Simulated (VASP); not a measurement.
Output of a VASP run:

OUTCAR:
```
 ion  position               nearest neighbor table
   1  0.000  0.000  0.000-
  LATTYP: Found a face centered cubic cell.
 ALAT       =     3.8069274406
 Subroutine PRICEL returns:
 Original cell was already a primitive cell.
 Subroutine GETGRP returns: Found 48 space group operations
The static configuration has the point symmetry O_h .
The dynamic configuration has the point symmetry O_h .
 Subroutine INISYM returns: Found 48 space group operations
 Subroutine IBZKPT returns following result:
 Found    145 irreducible k-points:

 Following reciprocal coordinates:
            Coordinates               Weight
  0.000000  0.000000  0.000000      1.000000
  0.062500  0.000000  0.000000      8.000000
  0.125000  0.000000  0.000000      8.000000
  0.187500  0.000000  0.000000      8.000000
  0.250000  0.000000  0.000000      8.000000
  0.312500  0.000000  0.000000      8.000000
  0.375000  0.000000  0.000000      8.000000
  0.437500  0.000000  0.000000      8.000000
  0.500000  0.000000  0.000000      4.000000
  0.062500  0.062500  0.000000      6.000000
  0.125000  0.062500  0.000000     24.000000
  0.187500  0.062500  0.000000     24.000000
  0.250000  0.062500  0.000000     24.000000
  0.312500  0.062500  0.000000     24.000000
  0.375000  0.062500  0.000000     24.000000
  0.437500  0.062500  0.000000     24.000000
  0.500000  0.062500  0.000000     24.000000
 -0.437500  0.062500  0.000000     24.000000
 -0.375000  0.062500  0.000000     24.000000
 -0.312500  0.062500  0.000000     24.000000
 -0.250000  0.062500  0.000000     24.000000
 -0.187500  0.062500  0.000000     24.000000
 -0.125000  0.062500  0.000000     24.000000
 -0.062500  0.062500  0.000000     12.000000
  0.125000  0.125000  0.000000      6.000000
  0.187500  0.125000  0.000000     24.000000
  0.250000  0.125000  0.000000     24.000000
  0.312500  0.125000  0.000000     24.000000
  0.375000  0.125000  0.000000     24.000000
  0.437500  0.125000  0.000000     24.000000
  0.500000  0.125000  0.000000     24.000000
 -0.437500  0.125000  0.000000     24.000000
 -0.375000  0.125000  0.000000     24.000000
 -0.312500  0.125000  0.000000     24.000000
 -0.250000  0.125000  0.000000     24.000000
 -0.187500  0.125000  0.000000     24.000000
 -0.125000  0.125000  0.000000     12.000000
  0.187500  0.187500  0.000000      6.000000
  0.250000  0.187500  0.000000     24.000000
  0.312500  0.187500  0.000000     24.000000
   k-points           NKPTS =    145   k-points in BZ     NKDIM =    145   number of bands    NBANDS=      9
   number of dos      NEDOS =    301   number of ions     NIONS =      1
   total plane-waves  NPLWV =   8000
   dimension x,y,z NGX =    20 NGY =   20 NGZ =   20
   dimension x,y,z NGXF=    40 NGYF=   40 NGZF=   40
   ions per type =               1
   PREC   = accura    normal or accurate (medium, high low for compatibility)
   ISTART =      0    job   : 0-new  1-cont  2-samecut
   ICHARG =      2    charge: 1-file 2-atom 10-const
   ISPIN  =      1    spin polarized calculation?
   LNONCOLLINEAR =      F non collinear calculations
   LSORBIT =      F    spin-orbit coupling
   INIWAV =      1    electr: 0-lowe 1-rand  2-diag
   ENCUT  =  520.0 eV  38.22 Ry    6.18 a.u.   5.01  5.01  5.01*2*pi/ulx,y,z
   NELM   =    100;   NELMIN=  2; NELMDL= -5     # of ELM steps
   EDIFF  = 0.1E-06   stopping-criterion for ELM
   LREAL  =      F    real-space projection
   NLSPLINE    = F    spline interpolate recip. space projectors
   LMAXMIX     =    4 max onsite mixed and CHGCAR
   VOSKOWN=      0    Vosko Wilk Nusair interpolation
   EDIFFG = 0.1E-05   stopping-criterion for IOM
   NSW    =      0    number of steps for IOM
   NBLOCK =      1;   KBLOCK =      1    inner block; outer block
   IBRION =     -1    ionic relax: 0-MD 1-quasi-New 2-CG
   NFREE  =      0    steps in history (QN), initial steepest desc. (CG)
...
```

### OSZICAR
```
       N       E                     dE             d eps       ncg     rms          rms(c)
DAV:   1     0.391628304259E+02    0.39163E+02   -0.54264E+03  2618   0.106E+03
DAV:   2    -0.505152668882E+01   -0.44214E+02   -0.43232E+02  2842   0.198E+02
DAV:   3    -0.540470802521E+01   -0.35318E+00   -0.35022E+00  3066   0.207E+01
DAV:   4    -0.540628125362E+01   -0.15732E-02   -0.15731E-02  3156   0.126E+00
DAV:   5    -0.540629620229E+01   -0.14949E-04   -0.14951E-04  2949   0.104E-01    0.945E+00
DAV:   6    -0.514017380940E+01    0.26612E+00   -0.10745E+00  2684   0.100E+01    0.472E+00
DAV:   7    -0.512362187442E+01    0.16552E-01   -0.16898E-02  3058   0.116E+00    0.229E+00
DAV:   8    -0.511890812178E+01    0.47138E-02   -0.12843E-03  2903   0.308E-01    0.714E-02
DAV:   9    -0.511891107906E+01   -0.29573E-05   -0.11529E-05  3408   0.374E-02    0.120E-02
DAV:  10    -0.511891540785E+01   -0.43288E-05   -0.17014E-06  3026   0.127E-02    0.207E-03
DAV:  11    -0.511891531083E+01    0.97020E-07   -0.25928E-08  2044   0.160E-03
   1 F= -.57571847E+01 E0= -.57572249E+01  d E =0.120552E-03
```

File OUTCAR:
```
------------------------ aborting loop because EDIFF is reached ----------------------------------------
 Edisp (eV)   -0.63827
  FORCE on cell =-STRESS in cart. coord.  units (eV):
  Direction    XX          YY          ZZ          XY          YZ          ZX
  --------------------------------------------------------------------------------------
  Total       1.21848     1.21848     1.21848     0.00000     0.00000     0.00000
  in kB     141.53560   141.53560   141.53560     0.00000     0.00000     0.00000
  external pressure =      141.54 kB  Pullay stress =        0.00 kB
  volume of cell :       13.79
      direct lattice vectors                 reciprocal lattice vectors
     0.000000000  1.903463720  1.903463720    -0.262679028  0.262679028  0.262679028
     1.903463720  0.000000000  1.903463720     0.262679028 -0.262679028  0.262679028
     1.903463720  1.903463720  0.000000000     0.262679028  0.262679028 -0.262679028
 POSITION                                       TOTAL-FORCE (eV/Angst)
 -----------------------------------------------------------------------------------
      0.00000      0.00000      0.00000         0.000000      0.000000      0.000000
 -----------------------------------------------------------------------------------
    total drift:                               -0.000000     -0.000000     -0.000000
  FREE ENERGIE OF THE ION-ELECTRON SYSTEM (eV)
  ---------------------------------------------------
  free  energy   TOTEN  =        -5.7571846914 eV

  energy  without entropy=       -5.7573052434  energy(sigma->0) =       -5.75722488
```
(Selected blocks of OUTCAR.)

POSCAR:
```
Pd
1
    0.0000000000     1.9034637203     1.9034637203
    1.9034637203     0.0000000000     1.9034637203
    1.9034637203     1.9034637203     0.0000000000
Pd
1
Direct
  0.0000000000   0.0000000000   0.0000000000
```

Reconstruct the remaining input files.

Several could match; the one computed here: the input of the run itself, PBE GGA with D3 dispersion (zero damping), plane waves, VASP's PBE PAW potentials (set 64).

File KPOINTS:
```
Automatic mesh
0
Gamma
16 16 16
0 0 0
```

**INCAR**
```
# general
SYSTEM   =  Pd
PREC     =  Accurate
ENCUT    =  520
LREAL    =  .FALSE.
LASPH    =  .TRUE.

# electronic loop
EDIFF    =  1E-7
NELM     =  100
ALGO     =  Normal
LMAXMIX  =  4

# smearing
ISMEAR   =  1
SIGMA    =  0.1

# functional
GGA      =  PE
IVDW     =  11

# ions
ISIF     =  2

# output
LWAVE    =  .FALSE.
LCHARG   =  .FALSE.
```

POTCAR, in this order: Pd (PBE.64 set). Program: vasp_std.

The compound is Pd in the fcc structure. This cell is one point of a volume scan, at 0.94 of the reference volume.
